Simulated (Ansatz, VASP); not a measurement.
Si2Hg: VASP beside Ansatz

Contents of INCAR:

```
ALGO = Normal ; EDIFF = 1E-6
ENCUT = 520 ; GGA = CA
ISIF = 2 ; ISMEAR = 0
LASPH = True ; LCHARG = True
LELF = True ; LREAL = False
LVHAR = True ; LWAVE = False
NBANDS = 17 ; NELM = 60
PREC = Accurate ; SIGMA = 0.271
```

Contents of KPOINTS:

```
k-points
0
Gamma
  5 5 4
```

The input POSCAR:

```
Si2Hg
1.0
    1.9392010000      3.3587890000      0.0000000000
   -1.9392010000      3.3587890000      0.0000000000
    0.0000000000      0.0000000000      4.1548910000
Si Hg
2 1
Direct
    0.3333000000      0.3334000000      0.5000000000
    0.6666000000      0.6667000000      0.5000000000
    0.0000000000      0.0000000000      0.0000000000
```

Input for Ansatz:

```yaml
crystal:
  lattice:
    - [1.939201, 3.358789, 0.0]
    - [-1.939201, 3.358789, 0.0]
    - [0.0, 0.0, 4.154891]
  atoms:
    - { symbol: Si, position: [0.3333, 0.3334, 0.5] }
    - { symbol: Si, position: [0.6666, 0.6667, 0.5] }
    - { symbol: Hg, position: [0.0, 0.0, 0.0] }
  symmetry: { tolerance: 0.0003 }
kpoints:
  mp_grid: { grid: [5, 5, 4], shift: [0, 0, 0] }
magnetization:
  spin_polarized: false
scf:
  occupations: { method: gaussian, width: 0.271 }
hamiltonian:
  pseudopotentials: { kind: paw }
  xc: lda
basis:
  ecutwfc: 420
output:
  forces: true
  stress: true
  eigenvalues: true
  write_density: true
  write_potential: true
  elf: true
  volumetric_format: npy
```

The cell was built by a generator and needn't be a form met in nature.

Alike in both runs: task single point; functional LDA; k mesh 5 × 5 × 4; occupations gaussian, width 0.271 eV; no spin polarisation.

|  | VASP | Ansatz |
| --- | --- | --- |
| version | VASP 6.6.1 | Ansatz 0.2.0 |
| potentials or method | VASP PAW LDA potentials, release 64 (Si, Hg) | PAW plane waves |
| plane-wave cutoff (eV) | 520 | 420 |
| valence electrons in the cell | 20 | 28 |

Ansatz gave:

* gap on the k mesh at the Fermi level (eV): none
* pressure (GPa): 7.4
* largest component of the traceless stress (GPa): 5.46

Which values does VASP return?

gap on the k mesh at the Fermi level (eV): none; pressure (GPa): 7.7; largest component of the traceless stress (GPa): 5.40.

A gap of «none» marks a metal or a gap that the smearing closes. The two sets of potentials don't hold the same shells in valence. Ansatz warned: «structure_snapped_to_symmetry».

Caveats: the k mesh is coarse (spacing up to 0.38 Å⁻¹), so the values aren't converged. Spin-orbit coupling is left out, which matters for the levels of Hg.
